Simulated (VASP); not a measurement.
A run of VASP 6.6.1 is set up as follows.

The input POSCAR:

```
HfIn2Se5
1.0
    3.9654010000      0.0000000000      0.0000000000
   -1.9827010000      3.4341380000      0.0000000000
    0.0000000000      0.0000000000     17.6374300000
Hf In Se
1 2 5
Direct
    0.0000000000      0.0000000000      0.0000810000
    0.6666670000      0.3333330000      0.6219470000
    0.3333330000      0.6666670000      0.3803090000
    0.0000000000      0.0000000000      0.6965050000
    0.6666670000      0.3333330000      0.4775420000
    0.0000000000      0.0000000000      0.3016080000
    0.3333330000      0.6666670000      0.0835650000
    0.6666670000      0.3333330000      0.9154760000
```

The input INCAR.step1:

```
PREC = Accurate ; ENCUT = 520
EDIFF = 1E-5 ; ISMEAR = 0
SIGMA = 0.02 ; LREAL = False
LASPH = True ; NELM = 40
ALGO = Normal ; ISIF = 2
LWAVE = True ; LCHARG = False
NBANDS = 43 ; KPAR = 4
GGA = PE
```

Contents of INCAR.step2:

```
PREC = Accurate ; ENCUT = 520
EDIFF = 1E-5 ; ISMEAR = 0
SIGMA = 0.02 ; LREAL = False
LASPH = True ; NELM = 40
ALGO = Normal ; ISIF = 2
LWAVE = False ; LCHARG = False
GGA = PE ; LHFCALC = True
HFSCREEN = 0.2 ; PRECFOCK = Fast
NBANDS = 43 ; KPAR = 4
ISTART = 1
```

KPOINTS

```
Automatic mesh
0
Gamma
  6 6 1
```

Potentials or basis: VASP PAW PBE potentials, release 64 (Hf_pv, In_d, Se).

Launch:

```sh
$ cat potpaw_PBE.64/Hf_pv/POTCAR potpaw_PBE.64/In_d/POTCAR potpaw_PBE.64/Se/POTCAR > POTCAR
$ cp INCAR.step1 INCAR
$ mpirun -np 4 vasp_std > vasp.out
$ cp INCAR.step2 INCAR
$ mpirun -np 4 vasp_std > vasp.out
```

Task: Predict the largest force.

Result: 0.410 eV/Å.

Task: Estimate the pressure.

Result: -1.9 GPa.

Task: What does it give for the band gap on the k mesh?

Result: 1.51 eV, indirect (least direct gap 1.66 eV).

Stress tensor (GPa, compression positive):
```
-1.76  0.00  0.00
 0.00 -1.76  0.00
 0.00  0.00 -2.10
```

Caveat: the PAW data sets were made with another functional, which shifts forces and pressure a little; spin-orbit coupling is left out, which moves the levels of the heavy elements; an odd mesh through Γ misses points on the zone boundary, where band edges often lie; this functional lacks dispersion, which binds the layers, so the pressure and a relaxed spacing across them are unreliable.
